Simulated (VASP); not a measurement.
These are vdW-DF-cx, VASP's PBE PAW potentials (set 64) (plane waves; VASP 6.6.1) values and carry that method's errors.

VASP ran on this input.

### INCAR
```
# general
SYSTEM  =BN
PREC    =Accurate
ENCUT   =520   # plane-wave cut-off (eV)
LREAL   =.False.   # projection in real space or not
LASPH   =.True.   # aspherical one-centre terms
ICHARG  =11

# electronic loop
EDIFF   =1E-7
NELM    =100
ALGO    =Normal

# smearing
ISMEAR  =0
SIGMA   =0.05   # width (eV)

# functional
GGA     =CX
LUSE_VDW=.True.
AGGAC   =0.0

# output
LWAVE   =.False.
LCHARG  =.False.
LORBIT  =11
```

KPOINTS:
```
k-points along high-symmetry lines
10
Line-mode
Reciprocal
  0.000000   0.000000   0.000000 ! GAMMA
 -0.000000   0.500000   0.000000 ! M

 -0.000000   0.500000   0.000000 ! M
 -0.333333   0.666667   0.000000 ! K

 -0.333333   0.666667   0.000000 ! K
  0.000000   0.000000   0.000000 ! GAMMA

  0.000000   0.000000   0.000000 ! GAMMA
  0.000000   0.000000   0.500000 ! A

  0.000000   0.000000   0.500000 ! A
 -0.000000   0.500000   0.500000 ! L

 -0.000000   0.500000   0.500000 ! L
 -0.333333   0.666667   0.500000 ! H

 -0.333333   0.666667   0.500000 ! H
  0.000000   0.000000   0.500000 ! A

 -0.000000   0.500000   0.500000 ! L
 -0.000000   0.500000   0.000000 ! M

 -0.333333   0.666667   0.500000 ! H
 -0.333333   0.666667   0.000000 ! K
```

**POSCAR**
```
BN
1
    1.2570941395    -2.1773513131     0.0000000000
    1.2570941395     2.1773513131     0.0000000000
    0.0000000000     0.0000000000     6.4088281388
B N
2 2
Direct
  0.3333330000   0.6666670000   0.2500000000
  0.6666670000   0.3333330000   0.7500000000
  0.6666670000   0.3333330000   0.2500000000
  0.3333330000   0.6666670000   0.7500000000
```

POTCAR, in this order: B N (PBE.64 set). Program: vasp_std. Read from the step before: CHGCAR.

The resulting files:

### OSZICAR
```
       N       E                     dE             d eps       ncg     rms          rms(c)
DAV:   1     0.636035958430E+02    0.63604E+02   -0.82099E+03  2160   0.123E+03
DAV:   2    -0.252170267673E+02   -0.88821E+02   -0.79273E+02  3120   0.242E+02
DAV:   3    -0.293259610895E+02   -0.41089E+01   -0.40660E+01  2692   0.547E+01
DAV:   4    -0.293706254237E+02   -0.44664E-01   -0.44635E-01  2604   0.586E+00
DAV:   5    -0.293714324178E+02   -0.80699E-03   -0.80651E-03  2688   0.688E-01
DAV:   6    -0.293714565491E+02   -0.24131E-04   -0.24129E-04  2728   0.987E-02
DAV:   7    -0.293714571661E+02   -0.61702E-06   -0.61691E-06  2664   0.146E-02
DAV:   8    -0.293714571907E+02   -0.24623E-07   -0.24623E-07  2200   0.238E-03
   1 F= -.29371457E+02 E0= -.29371457E+02  d E =-.274015E-14
```

File OUTCAR:
```
 val. band max:        2.5183258727   @ k =  -0.2963   0.5926   0.0000

 cond. band min:       6.6423354068   @ k =   0.0000   0.5000   0.0000



 k-point     1 :       0.0000    0.0000    0.0000
  band No.  band energies     occupation
      1     -15.2670      2.00000
      2     -14.8708      2.00000
      3      -3.9169      2.00000
      4      -1.3344      2.00000
      5       1.1211      2.00000
      6       1.1212      2.00000
      7       1.1759      2.00000
      8       1.1760      2.00000
      9       7.7999      0.00000
     10      13.0782      0.00000
     11      13.9314      0.00000
     12      13.9419      0.00000

 k-point     2 :       0.0000    0.0556    0.0000
  band No.  band energies     occupation
      1     -15.2064      2.00000
      2     -14.8129      2.00000
      3      -3.8341      2.00000
      4      -1.2613      2.00000
      5       0.8685      2.00000
      6       0.9212      2.00000
      7       1.0030      2.00000
      8       1.0607      2.00000
      9       7.9137      0.00000
     10      13.0214      0.00000
     11      13.8658      0.00000
     12      14.0622      0.00000

 k-point     3 :       0.0000    0.1111    0.0000
  band No.  band energies     occupation
      1     -15.0263      2.00000
      2     -14.6408      2.00000
      3      -3.5868      2.00000
      4      -1.0442      2.00000
      5       0.1699      2.00000
      6       0.2233      2.00000
      7       0.6823      2.00000
      8       0.7466      2.00000
      9       8.2275      0.00000
     10      12.8304      0.00000
     11      13.6450      0.00000
     12      13.9958      0.00000

 k-point     4 :       0.0000    0.1667    0.0000
  band No.  band energies     occupation
      1     -14.7311      2.00000
      2     -14.3590      2.00000
      3      -3.1792      2.00000
      4      -0.8386      2.00000
      5      -0.7745      2.00000
      6      -0.6897      2.00000
      7       0.2373      2.00000
...
```

The density is held fixed in this step, so its total energy and stress have no physical meaning.

The compound is BN in the hex structure. It was relaxed first.
